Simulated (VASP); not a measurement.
# InF (R-3m) in VASP: band structure with optPBE-vdW

Aim: the band structure of InF with optPBE-vdW.

Program: VASP 6.6.1. These are calculated values, not measurements. Logs are shortened: lines on timing, memory, paths and dates and some standing lists are left out, and cuts for length are marked.

## (1) The crystal as given

Symmetry: R-3m, No. 166, trigonal system. The conventional cell has a = 3.083 Å, b = 3.083 Å, c = 14.971 Å, α = 90.00°, β = 90.00°, γ = 120.00°. Around In (site symmetry -3m) lie 6 F at 3.06 Å and 6 In at 3.08 Å. F (site symmetry -3m) has 6 In at 3.06 Å and 6 F at 3.08 Å as nearest neighbours.

The cell was built by a generator and needn't be a form met in nature.

## (2) Band structure, optPBE-vdW

run.py

```python
from ase.calculators.vasp import Vasp
from ase.dft.bandgap import bandgap
from ase.io import read

atoms = read('InF.xyz')
calc = Vasp(
    directory='calc',
    xc='optpbe-vdw',
    pp='PBE',
    setups='minimal',
    prec='Accurate',
    encut=500,
    ediff=1e-06,
    ismear=0,
    sigma=0.1,
    lreal=False,
    lasph=True,
    nelm=60,
    algo='Fast',
    isif=2,
    lwave=False,
    lcharg=True,
    bmix=0.5,
    kpts=[8, 8, 8],
    gamma=True,
    nbands=12,
)
atoms.calc = calc

print('energy (eV):', atoms.get_potential_energy())
print('free energy (eV):', atoms.get_potential_energy(force_consistent=True))
efermi = calc.get_fermi_level()
print('Fermi level (eV):', efermi)
path = atoms.cell.bandpath(npoints=40, eps=1e-4)
print('path:', path.path)
calc.set(kpts=path.kpts, reciprocal=True, icharg=11, isym=0, lcharg=False)
calc.calculate(atoms)
print('gap on the path (eV):', bandgap(calc, efermi=efermi)[0])
print('direct gap on the path (eV):', bandgap(calc, efermi=efermi, direct=True)[0])
```

InF.xyz

```xyz
2
Lattice="1.5415344900 0.8900053500 4.9902347500 -1.5415344900 0.8900053500 4.9902347500 0.0000000000 -1.7800107100 4.9902347500" Properties=species:S:1:pos:R:3 pbc="T T T"
In     0.0000000000     -0.0000000050      7.4853521250
F      0.0000000000      0.0000000000      0.0000000000
```

Potentials or basis: VASP PAW PBE potentials, release 64 (In, F).

On the command line:

```sh
$ python run.py
```

The log of the run:

```text
<dir> UserWarning: vdW has been enabled, however no location for the vdw_kernel.bindat file has been specified. Set ASE_VASP_VDW environment variable to copy the vdW kernel.
  warnings.warn(
energy (eV): -2.60738319
free energy (eV): -2.60844887
Fermi level (eV): 0.93060863
path: GLB1,BZGX,QFP1Z,LP
gap on the path (eV): 0.0
direct gap on the path (eV): 0.0
```

OUTCAR:

```text
ENCUT = 500.000000
   EDIFF = 1.00e-06
   GGA = OR
   PREC = Accurate
   ICHARG = 11
   ISIF = 2
   ISMEAR = 0
   ISYM = 0
   NELM = 60
   LASPH = .TRUE.
   LREAL = .FALSE.

 ion  position               nearest neighbor table
   1  0.500  0.500  0.500-
   2  0.000  0.000  0.000-

IMPORTANT INFORMATION: All symmetrisations will be switched off!
NOSYMM: (Re-)initialisation of all symmetry stuff for point group C_1.

----------------------------------------------------------------------------------------

                                     Primitive cell

  volume of cell :      41.0788

  direct lattice vectors                    reciprocal lattice vectors
     1.541534490  0.890005350  4.990234750     0.324352133  0.187264791  0.066797125
    -1.541534490  0.890005350  4.990234750    -0.324352133  0.187264791  0.066797125
     0.000000000 -1.780010710  4.990234750     0.000000000 -0.374529582  0.066797125

  length of vectors
     5.298196011  5.298196011  5.298196013     0.380439567  0.380439567  0.380439567

  position of ions in fractional coordinates (direct lattice)
     0.500000000  0.500000000  0.500000000
     0.000000000  0.000000000  0.000000000

  ion indices of the primitive-cell ions
   primitive index   ion index
                 1           1
                 2           2

----------------------------------------------------------------------------------------

 KPOINTS: KPOINTS created by Atomic Simulation Env

Read explicit list of k-points.

 Found     40 k-points:

 Following reciprocal coordinates:
            Coordinates               Weight
  0.000000  0.000000  0.000000      0.025000
  0.100000  0.000000  0.000000      0.025000
  0.200000  0.000000  0.000000      0.025000
  0.300000  0.000000  0.000000      0.025000
  0.400000  0.000000  0.000000      0.025000
  0.500000  0.000000  0.000000      0.025000
[... 16 lines left out ...]
  0.196535  0.000000 -0.196535      0.025000
  0.245669  0.000000 -0.245669      0.025000
 [... further k-points ...]
   k-points           NKPTS =     40   k-points in BZ     NKDIM =     40   number of bands    NBANDS=     12
   number of dos      NEDOS =    301   number of ions     NIONS =      2
   total plane-waves  NPLWV =  64000
   dimension x,y,z NGX =    40 NGY =   40 NGZ =   40
   dimension x,y,z NGXF=    80 NGYF=   80 NGZF=   80
   ions per type =               1   1
   NGX,Y,Z   is equivalent  to a cutoff of  12.55, 12.55, 12.55 a.u.
   NGXF,Y,Z  is equivalent  to a cutoff of  25.10, 25.10, 25.10 a.u.
 SYSTEM =  unknown system
   PREC   = accura    normal or accurate (medium, high low for compatibility)
   ISTART =      0    job   : 0-new  1-cont  2-samecut
   ICHARG =     11    charge: 1-file 2-atom 10-const
   ISPIN  =      1    spin polarized calculation?
   LNONCOLLINEAR =      F non collinear calculations
   LSORBIT =      F    spin-orbit coupling
   LASPH  =      T    aspherical Exc in radial PAW
   ENCUT  =  500.0 eV  36.75 Ry    6.06 a.u.   9.66  9.66  9.66*2*pi/ulx,y,z
   NELM   =     60;   NELMIN=  2; NELMDL=  0     # of ELM steps
   EDIFF  = 0.1E-05   stopping-criterion for ELM
   LREAL  =      F    real-space projection
   EDIFFG = 0.1E-04   stopping-criterion for IOM
   NSW    =      0    number of steps for IOM
   IBRION =     -1    ionic relax: 0-MD 1-quasi-New 2-CG
   NFREE  =      0    steps in history (QN), initial steepest desc. (CG)
   ISIF   =      2    stress and relaxation
   ISYM   =      0    0-nonsym 1-usesym 2-fastsym
   POTIM  = 0.5000    time-step for ionic-motion
   TEBEG  =    0.0;   TEEND  =   0.0 temperature during run
   PSTRESS=    0.0 pullay stress
   NELECT =      10.0000    total number of electrons
   NUPDOWN=      -1.0000    fix difference up-down
   EMIN   =  10.00;   EMAX   =-10.00  energy-range for DOS
   EFERMI =   0.00;   METHOD = LEGACY
   ISMEAR =     0;   SIGMA  =   0.10  broadening in eV -4-tet -1-fermi 0-gaus
   EFERMI_NEDOS =   21; number of points for ismear=-14 and -15
   IALGO  =     68    algorithm
   IMIX   =      4    mixing-type and parameters
     AMIX     =   0.40;   BMIX     =  0.50
     AMIX_MAG =   1.60;   BMIX_MAG =  0.50
  volume/ion in A,a.u.               =      20.54       138.61
  Fermi-wavevector in a.u.,A,eV,Ry     =   1.022199  1.931676 14.216603  1.044891
  Thomas-Fermi vector in A             =   2.155865
   LORBIT       =      0    0 simple, 1 ext, 2 COOP (PROOUT), +10 PAW based schemes
   GGA     = OR    functional components
   LHFCALC =     F    Hartree Fock is set to
   AEXX    =    0.0000 exact exchange contribution
   IVDW_NL    =     1    kernel type
   BPARAM     = 6.3000
   IVDW    =     0    specifies the selected vdW correction
   LEPSILON=     F    determine dielectric tensor
   LRPA    =     F    only Hartree local field effects (RPA)
 non-spin polarized calculation
 RMM-DIIS sequential band-by-band and
 Gauss-broadening in eV      SIGMA  =   0.10
  energy-cutoff  :      500.00
  volume of cell :       41.08
 maximum number of plane-waves:      1059
 NGX is ok and might be reduce to    40

 number of electron       9.9999999 magnetization

 Free energy of the ion-electron system (eV)
  ---------------------------------------------------
  ext. energy  EPLUGINS =         0.00000000
  ---------------------------------------------------
  free energy    TOTEN  =        -2.72857080 eV

  energy without entropy =       -2.71978642  energy(sigma->0) =       -2.72417861

 E-fermi :   0.8796     XC(G=0):  -9.0251

 val. band max:        0.8306596471   @ k =   0.5000   0.0000   0.0000
 cond. band min:       0.9020557471   @ k =   0.5000   0.0626  -0.0626
 fundamental gap:      0.0713961000
 Fermi energy:         0.8796275068

 k-point     1 :       0.0000    0.0000    0.0000
  band No.  band energies     occupation
      1     -18.7997      2.00000
      2      -6.2335      2.00000
      3      -1.7565      2.00000
      4       0.5597      1.99999
      5       0.5597      1.99999
      6       4.7389      0.00000
      7      10.0690      0.00000
      8      14.5228      0.00000
      9      14.5228      0.00000
     10      15.2958      0.00000
     11      16.0495      0.00000
     12      16.0495      0.00000

 k-point     2 :       0.1000    0.0000    0.0000
  band No.  band energies     occupation
      1     -18.7789      2.00000
      2      -6.0323      2.00000
      3      -1.6380      2.00000
      4       0.4240      2.00000
      5       0.5339      2.00000
      6       4.8264      0.00000
      7      10.3055      0.00000
      8      12.1318      0.00000
      9      13.2908      0.00000
     10      14.5998      0.00000
     11      17.3674      0.00000
     12      18.0432      0.00000

 k-point     3 :       0.2000    0.0000    0.0000
  band No.  band energies     occupation
      1     -18.7239      2.00000
      2      -5.4203      2.00000
      3      -1.3271      2.00000
      4       0.0923      2.00000
      5       0.4671      2.00000
      6       5.1005      0.00000
      7       8.5825      0.00000
      8      11.2235      0.00000
      9      11.6979      0.00000
     10      13.9882      0.00000
     11      15.7710      0.00000
     12      18.8919      0.00000

 k-point     4 :       0.3000    0.0000    0.0000
  band No.  band energies     occupation
      1     -18.6552      2.00000
      2      -4.3847      2.00000
      3      -0.9528      2.00000
      4      -0.2664      2.00000
      5       0.3862      2.00000
      6       5.1548      0.00000
      7       5.7817      0.00000
      8      10.3743      0.00000
      9      12.1276      0.00000
     10      13.3411      0.00000
     11      14.0269      0.00000
     12      17.6714      0.00000

 k-point     5 :       0.4000    0.0000    0.0000
  band No.  band energies     occupation
      1     -18.5990      2.00000
      2      -2.9748      2.00000
      3      -0.7450      2.00000
      4      -0.4263      2.00000
      5       0.3221      2.00000
      6       2.4439      0.00000
      7       6.2479      0.00000
      8       9.4986      0.00000
      9      11.9137      0.00000
     10      12.7157      0.00000
     11      14.1051      0.00000
     12      16.7333      0.00000
[... 228 lines left out ...]
      1     -18.7430      2.00000
      2      -5.6329      2.00000
      3      -1.4722      2.00000
      4       0.2160      2.00000
      5       0.4755      2.00000
      6       5.0640      0.00000
      7       9.9709      0.00000
      8      10.8162      0.00000
      9      11.1933      0.00000
     10      15.6117      0.00000
     11      16.6145      0.00000
     12      17.2352      0.00000

 k-point    22 :       0.1474    0.0000   -0.1474
  band No.  band energies     occupation
      1     -18.6857      2.00000
      2      -4.8700      2.00000
      3      -1.1917      2.00000
      4      -0.0604      2.00000
      5       0.3597      2.00000
      6       5.4645      0.00000
      7       7.6954      0.00000
      8       8.7337      0.00000
      9      11.7852      0.00000
     10      14.8910      0.00000
     11      16.3461      0.00000
     12      16.5441      0.00000

 k-point    23 :       0.1965    0.0000   -0.1965
  band No.  band energies     occupation
      1     -18.6269      2.00000
      2      -3.7973      2.00000
      3      -0.9228      2.00000
      4      -0.2387      2.00000
      5       0.1855      2.00000
      6       5.4715      0.00000
      7       5.8687      0.00000
      8       6.9782      0.00000
      9      12.7268      0.00000
     10      13.5135      0.00000
     11      14.8816      0.00000
     12      17.5810      0.00000

 k-point    24 :       0.2457    0.0000   -0.2457
  band No.  band energies     occupation
      1     -18.5802      2.00000
      2      -2.4889      2.00000
      3      -0.7521      2.00000
      4      -0.1598      2.00000
      5      -0.0447      2.00000
      6       3.5934      0.00000
      7       4.8321      0.00000
      8       7.0071      0.00000
      9      12.4585      0.00000
     10      13.1448      0.00000
     11      14.2945      0.00000
     12      18.6786      0.00000

 [... further k-points ...]

------------------------ aborting loop because EDIFF is reached ----------------------------------------

  FORCE on cell =-STRESS in cart. coord.  units (eV):
  Direction    XX          YY          ZZ          XY          YZ          ZX
  --------------------------------------------------------------------------------------
  -------------------------------------------------------------------------------------
  Total       -1.1887424      2.2490651     -6.7194156      3.5934632     -0.0914011      0.2001617
  in kB      -46.3639296     87.7191695   -262.0740356    140.1540628     -3.5648734      7.8068089
  external PRESSURE =     -73.5729319 kB  Pullay stress =       0.0000000 kB

 VOLUME and BASIS-vectors are now :
 -----------------------------------------------------------------------------
  energy-cutoff  :      500.00
  volume of cell :       41.08
      direct lattice vectors                 reciprocal lattice vectors
     1.541534490  0.890005350  4.990234750     0.324352133  0.187264791  0.066797125
    -1.541534490  0.890005350  4.990234750    -0.324352133  0.187264791  0.066797125
     0.000000000 -1.780010710  4.990234750     0.000000000 -0.374529582  0.066797125

 POSITION                                       TOTAL-FORCE (eV/Angst)
 -----------------------------------------------------------------------------------
      0.00000     -0.00000      7.48535         0.000011     -0.000020      0.000011
      0.00000      0.00000      0.00000        -0.000011      0.000020     -0.000011
 -----------------------------------------------------------------------------------
    total drift:                               -0.000025      0.000039     -0.000017

  FREE ENERGIE OF THE ION-ELECTRON SYSTEM (eV)
  ---------------------------------------------------
  free  energy   TOTEN  =        -2.7285707987 eV

  energy  without entropy=       -2.7197864245  energy(sigma->0) =       -2.72417861

Total vdW correction in eV:      2.8591125
```

INCAR:

```text
AGGAC = 0.000000
BMIX = 0.500000
ENCUT = 500.000000
SIGMA = 0.100000
EDIFF = 1.00e-06
ALGO = Fast
GGA = OR
PREC = Accurate
ICHARG = 11
ISIF = 2
ISMEAR = 0
ISYM = 0
NBANDS = 12
NELM = 60
LASPH = .TRUE.
LCHARG = .FALSE.
LUSE_VDW = .TRUE.
LWAVE = .FALSE.
LREAL = .FALSE.
```

Wall time 2.6 min (1 thread of Intel Xeon Platinum 8488C (Sapphire Rapids), shared host); peak memory 0.55 GiB.

What came out:

| Property | Result |
| --- | --- |
| Band gap along the path | none (metal or under the smearing width) |

Levels at the corners of the path, in eV from the Fermi level:
| point | band 3 | band 4 | band 5 | band 6 | band 7 | band 8 |
| --- | --- | --- | --- | --- | --- | --- |
| Γ | -2.69 | -0.37 | -0.37 | 3.81 | 9.14 | 13.59 |
| L | -1.63 | -1.33 | -0.63 | -0.10 | 5.65 | 8.26 |
| B1 | -1.62 | -1.60 | -0.10 | 1.53 | 1.68 | 6.99 |
| B | -1.62 | -1.60 | -0.10 | 1.53 | 1.68 | 6.99 |
| Z | -0.97 | -0.36 | -0.36 | 1.41 | 12.89 | 13.28 |
| Γ | -2.69 | -0.37 | -0.37 | 3.81 | 9.14 | 13.59 |
| X | -1.70 | -1.50 | 0.01 | 1.37 | 1.55 | 7.03 |
| Q | -1.70 | -1.50 | 0.01 | 1.37 | 1.55 | 7.03 |
| F | -1.98 | -1.56 | -0.66 | 0.12 | 6.60 | 8.42 |
| P1 | -2.21 | -0.89 | -0.65 | 0.05 | 6.17 | 8.41 |
| Z | -0.97 | -0.36 | -0.36 | 1.41 | 12.89 | 13.28 |
| L | -1.63 | -1.33 | -0.63 | -0.10 | 5.65 | 8.26 |
| P | -2.21 | -0.89 | -0.65 | 0.05 | 6.17 | 8.41 |

Caveat: the log is that of the step along the path at fixed density, whose energy, stress, charges and moments have no meaning; the PAW data sets were made with another functional, which shifts forces and pressure a little; spin-orbit coupling is left out, which moves the levels of the heavy elements.
